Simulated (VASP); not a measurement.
These are PBE GGA, VASP's PBE PAW potentials (set 64) (plane waves; VASP) values and carry that method's errors.

VASP input:

### POSCAR
```
Sc
1
    1.6587702842    -2.8730743232     0.0000000000
    1.6587702842     2.8730743232     0.0000000000
    0.0000000000     0.0000000000     5.1593149224
Sc
2
Direct
  0.3333330000   0.6666670000   0.2500000000
  0.6666670000   0.3333330000   0.7500000000
```

### INCAR
```
SYSTEM = Sc
PREC = Normal
ENCUT = 400
EDIFF = 1E-5
NELM = 100
ALGO = Fast
LREAL = .FALSE.
LASPH = .TRUE.
ISMEAR = 1
SIGMA = 0.1
GGA = PE
LMAXMIX = 4
LWAVE = .FALSE.
LCHARG = .FALSE.
NELMIN = 4
IBRION = 2
ISIF = 2
NSW = 20
EDIFFG = -0.03
```

KPOINTS:
```
Automatic mesh
0
Gamma
16 16 8
0 0 0
```

POTCAR, in this order: Sc_sv (PBE.64 set). Program: vasp_std.

What VASP printed:

### OSZICAR
```
       N       E                     dE             d eps       ncg     rms          rms(c)
DAV:   1     0.343295514327E+03    0.34330E+03   -0.99927E+03  4548   0.128E+03
DAV:   2     0.540253459126E+01   -0.33789E+03   -0.33304E+03  6153   0.662E+02
DAV:   3    -0.133824360732E+02   -0.18785E+02   -0.18198E+02  7344   0.169E+02
DAV:   4    -0.138760550290E+02   -0.49362E+00   -0.44340E+00  6840   0.211E+01
DAV:   5    -0.138819528155E+02   -0.58978E-02   -0.58934E-02  7473   0.265E+00    0.761E+00
RMM:   6    -0.125806322464E+02    0.13013E+01   -0.18747E+00  4678   0.207E+01    0.262E+00
RMM:   7    -0.125133632183E+02    0.67269E-01   -0.34620E+00  5239   0.161E+01    0.142E+00
RMM:   8    -0.124867359679E+02    0.26627E-01   -0.21401E-01  4819   0.621E+00    0.528E-01
RMM:   9    -0.124944323333E+02   -0.76964E-02   -0.12000E-01  5469   0.237E+00    0.117E-01
RMM:  10    -0.124960084183E+02   -0.15761E-02   -0.21089E-02  5556   0.898E-01    0.601E-02
RMM:  11    -0.124964090679E+02   -0.40065E-03   -0.53037E-03  5292   0.628E-01    0.369E-02
RMM:  12    -0.124965716749E+02   -0.16261E-03   -0.18139E-03  5659   0.275E-01    0.846E-03
RMM:  13    -0.124966294713E+02   -0.57796E-04   -0.51969E-04  4429   0.143E-01    0.125E-02
RMM:  14    -0.124966320184E+02   -0.25471E-05   -0.11861E-04  3946   0.796E-02    0.712E-03
RMM:  15    -0.124966316734E+02    0.34498E-06   -0.44918E-05  3511   0.663E-02
   1 F= -.12496632E+02 E0= -.12496680E+02  d E =-.124966E+02
```

OUTCAR:
```
------------------------ aborting loop because EDIFF is reached ----------------------------------------
  FORCE on cell =-STRESS in cart. coord.  units (eV):
  Direction    XX          YY          ZZ          XY          YZ          ZX
  --------------------------------------------------------------------------------------
  Total        0.0089171      0.0089171      0.0160086      0.0000000     -0.0000000     -0.0000000
  in kB        0.2905232      0.2905232      0.5215656      0.0000000     -0.0000000     -0.0000000
  external PRESSURE =       0.3675373 kB  Pullay stress =       0.0000000 kB
  volume of cell :       49.18
      direct lattice vectors                 reciprocal lattice vectors
     1.658770284 -2.873074323  0.000000000     0.301428115 -0.174029609  0.000000000
     1.658770284  2.873074323  0.000000000     0.301428115  0.174029609  0.000000000
     0.000000000  0.000000000  5.159314922     0.000000000  0.000000000  0.193824183
 POSITION                                       TOTAL-FORCE (eV/Angst)
 -----------------------------------------------------------------------------------
      1.65877      0.95769      1.28983        -0.000000     -0.000000      0.000000
      1.65877     -0.95769      3.86949         0.000000      0.000000      0.000000
 -----------------------------------------------------------------------------------
    total drift:                                0.000123      0.000691     -0.000015
  FREE ENERGIE OF THE ION-ELECTRON SYSTEM (eV)
  ---------------------------------------------------
  free  energy   TOTEN  =       -12.4966316734 eV

  energy  without entropy=      -12.4967763918  energy(sigma->0) =      -12.49667991

 reached required accuracy - stopping structural energy minimisation
```
(Selected blocks of OUTCAR.)

The compound is Sc in the hcp structure. It was relaxed first.
